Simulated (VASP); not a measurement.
# MgS (Niningerite): from the relaxed cell to its vibrations, part 2 of 2

What lattice, stiffness and vibrations does MgS (Niningerite) have at one level of theory? The starting structure is a measured crystal structure from the Crystallography Open Database. All runs use LDA.

VASP 6.6.1.

So far. Step 3 (Elastic constants): The elastic tensor has C11 = 169.4, C12 = 43.3, C44 = 57.4 GPa; its Hill averages are a bulk modulus of 85.3 and a shear modulus of 59.6 GPa. Step 4 (Modes of the relaxed cell): The zone-centre modes at 16.749 Å³ an atom are T1u 257.0 cm⁻¹.

## (5) Modes at 0.97 of that volume (continued)

Level of this step: LDA; plane waves and PAW (S, Mg) (VASP).

Parts of OUTCAR (step 5):

```text
  Total        0.5593983      0.5593983      0.5593983     -0.0000000     -0.0000000      0.0000000
  in kB       27.5833956     27.5833956     27.5833956     -0.0000000     -0.0000000      0.0000000
  external PRESSURE =      27.5833956 kB  Pullay stress =       0.0000000 kB

 POSITION                                       TOTAL-FORCE (eV/Angst)
 -----------------------------------------------------------------------------------
      2.53271      2.53271      2.53271        -0.000000     -0.000000     -0.000000
      0.00000      0.00000      0.00000         0.000000      0.000000      0.000000
 -----------------------------------------------------------------------------------
    total drift:                                0.000000      0.000000      0.000000

 MACROSCOPIC STATIC DIELECTRIC TENSOR (including local field effects in DFT)
 ------------------------------------------------------
           5.538263    -0.000000     0.000000
          -0.000000     5.538263     0.000000
          -0.000000    -0.000000     5.538263
 ------------------------------------------------------

 MACROSCOPIC STATIC DIELECTRIC TENSOR IONIC CONTRIBUTION
 ------------------------------------------------------
           7.162734     0.000000     0.000000
           0.000000     7.162734    -0.000000
           0.000000    -0.000000     7.162734
 ------------------------------------------------------

[... 1 part as in an earlier step ...]

[... 1 further part left out ...]
```

The zone-centre modes at 16.246 Å³ an atom are T1u 278.6 cm⁻¹.

## (6) Modes at 1.03 of that volume

Shape and positions were first relaxed at this volume, in a run that isn't shown.

INCAR

```
SYSTEM = MgS
PREC = Accurate
ENCUT = 500
EDIFF = 1E-08
NELM = 100
ISMEAR = 0
SIGMA = 0.03
LREAL = .FALSE.
ALGO = Normal
GGA = CA
NBANDS = 10
LORBIT = 11
LWAVE = .FALSE.
LCHARG = .FALSE.
KPAR = 4
IBRION = 8
LEPSILON = .TRUE.
LPEAD = .TRUE.
ISIF = 2
```

POSCAR

```
MgS
1.0
    0.0000000000      2.5838849395      2.5838849395
    2.5838849395      0.0000000000      2.5838849395
    2.5838849395      2.5838849395      0.0000000000
S Mg
1 1
Direct
    0.5000000000      0.5000000000      0.5000000000
    0.0000000000      0.0000000000      0.0000000000
```

KPOINTS

```
Automatic mesh
0
Gamma
14 14 14
0 0 0
```

Potentials, in the order of the species: S and Mg (LDA family, release 64).

Run with:

```sh
mpirun -np 4 vasp_std
```

Output:

```text
[... set-up lines as in an earlier step ...]
 entering main loop
       N       E                     dE             d eps       ncg     rms          rms(c)
DAV:   1     0.196025408627E+02    0.19603E+02   -0.36033E+03  2128   0.632E+02
DAV:   2    -0.872303232929E+01   -0.28326E+02   -0.26740E+02  2666   0.101E+02
DAV:   3    -0.100076960747E+02   -0.12847E+01   -0.12820E+01  2560   0.237E+01
DAV:   4    -0.100155615509E+02   -0.78655E-02   -0.78647E-02  2484   0.215E+00
[...]
DAV:  12    -0.958523593925E+01   -0.55087E-07   -0.39385E-07  2474   0.467E-03    0.127E-02
DAV:  13    -0.958523592197E+01    0.17282E-07   -0.56609E-08  2272   0.130E-03    0.316E-04
DAV:  14    -0.958523592099E+01    0.98453E-09   -0.47563E-09  1216   0.333E-04
   1 F= -.95852359E+01 E0= -.95852359E+01  d E =-.726098E-11
 Linear response reoptimize wavefunctions to high precision
DAV:   1    -0.958523592099E+01   -0.45475E-11   -0.40911E-10  1342   0.163E-04
 Linear response to external field (no local field effect), progress :
  Direction:   1
[...]
RMM:  13    -0.105232626352E+00   -0.10894E-08    0.37946E-08  7108   0.357E-05    0.102E-06
 first order change of Fermi-energy   0.85887E-01
 force on displaced ion       1 direction 1 :  -2.834   0.000   0.000
 Born effective charge ion    1 direction 1 :  -2.310   0.000   0.000
 Linear response progress:
  Degree of freedom:   2/  2
       N       E                     dE             d eps       ncg     rms          rms(c)
RMM:   1    -0.209808032945E-02   -0.20981E-02   -0.20090E-03  9138   0.387E-01
RMM:   2    -0.190622005067E-02    0.19186E-03   -0.17368E-04  7615   0.895E-02    0.507E-02
RMM:   3    -0.186966686105E-02    0.36553E-04   -0.31673E-05  7945   0.280E-02    0.282E-02
RMM:   4    -0.187302603005E-02   -0.33592E-05   -0.13767E-05  7995   0.187E-02    0.798E-03
[...]
RMM:   8    -0.187029534091E-02   -0.24894E-07   -0.69368E-10  8370   0.131E-04    0.172E-05
RMM:   9    -0.187031564306E-02   -0.20302E-07   -0.40630E-11  8595   0.283E-05    0.328E-06
RMM:  10    -0.187031906643E-02   -0.34234E-08   -0.11476E-11  8612   0.745E-06    0.939E-07
 first order change of Fermi-energy  -0.80134E-01
 force on displaced ion       2 direction 1 :  -2.836   0.000   0.000
 Born effective charge ion    2 direction 1 :   2.310   0.000   0.000
 Born effective charges drift removed
 Linear response finished
```

Elapsed: 81 s, on 4 MPI ranks of Intel Xeon Platinum 8488C (Sapphire Rapids), shared host; peak memory 1.9 GiB; 5.2 min of CPU time.

Parts of OUTCAR (step 6):

```text
  Total       -0.5104396     -0.5104396     -0.5104396      0.0000000      0.0000000     -0.0000000
  in kB      -23.7031166    -23.7031166    -23.7031166      0.0000000      0.0000000     -0.0000000
  external PRESSURE =     -23.7031166 kB  Pullay stress =       0.0000000 kB

 POSITION                                       TOTAL-FORCE (eV/Angst)
 -----------------------------------------------------------------------------------
      2.58388      2.58388      2.58388         0.000000     -0.000000      0.000000
      0.00000      0.00000      0.00000        -0.000000      0.000000     -0.000000
 -----------------------------------------------------------------------------------
    total drift:                                0.000000      0.000000      0.000000

 MACROSCOPIC STATIC DIELECTRIC TENSOR (including local field effects in DFT)
 ------------------------------------------------------
           5.530251    -0.000000    -0.000000
          -0.000000     5.530251     0.000000
          -0.000000    -0.000000     5.530251
 ------------------------------------------------------

 MACROSCOPIC STATIC DIELECTRIC TENSOR IONIC CONTRIBUTION
 ------------------------------------------------------
           9.869901    -0.000000    -0.000000
          -0.000000     9.869901    -0.000000
          -0.000000    -0.000000     9.869901
 ------------------------------------------------------

[... 1 part as in an earlier step ...]

[... 1 further part left out ...]
```

The zone-centre modes at 17.251 Å³ an atom are T1u 236.1 cm⁻¹.

## (7) All runs side by side

| run | volume (Å³/atom) | T1u | core minutes |
| --- | --- | --- | --- |
| relaxation | 16.749 | - | 0.24 |
| elastic constants | 16.749 | - | 4.4 |
| modes of the relaxed cell | 16.749 | 257.0 | 5.4 |
| modes at 0.97 of that volume | 16.246 | 278.6 | 5.2 |
| modes at 1.03 of that volume | 17.251 | 236.1 | 5.4 |

Modes are in cm⁻¹, degenerate ones as one, matched by symmetry and order. A number in brackets counts the listed modes of one symmetry from the lowest. The symmetry labels come from an automatic analysis and can be wrong where levels nearly coincide. Core minutes are wall time times ranks of the run shown, on a shared host.

## (8) Results

* relaxed volume: 16.75 Å³/atom
* bulk modulus from two volumes: 85.2 GPa
* Hill shear modulus: 59.6 GPa
* mode T1u: 257.0 cm⁻¹
* Grüneisen parameter of T1u: 2.75

In words: At the LDA level MgS (Niningerite) relaxes to 16.75 Å³ an atom. The bulk modulus is 85.2 GPa from the pressures at two volumes and 85.3 GPa as the Hill average of the elastic tensor, so the two routes agree. The mode Grüneisen parameters, from the cells at 0.97 and 1.03 of the volume, come to 2.75 (T1u). The dielectric constants and Born charges in the logs aren't compared here; at a small gap they can be far off, and in a run without a gap they mean nothing. The frequencies are harmonic, and the splitting of polar modes by their long-range field is left out. All values are for a static lattice. Further runs on this material are not shown.

[Lines on the potential files, build, host, timing and source positions are cut from VASP's logs without a mark.]

[Logs are printed without paths, hosts, clocks, repeated set-up lines and the standing remarks that a program may print on its own settings, such as how far it seeks lower states.]

[Hosts, paths, dates, database ids (printed as entryN), source tags and the programs' standing remarks are cut or masked in the printed files.]
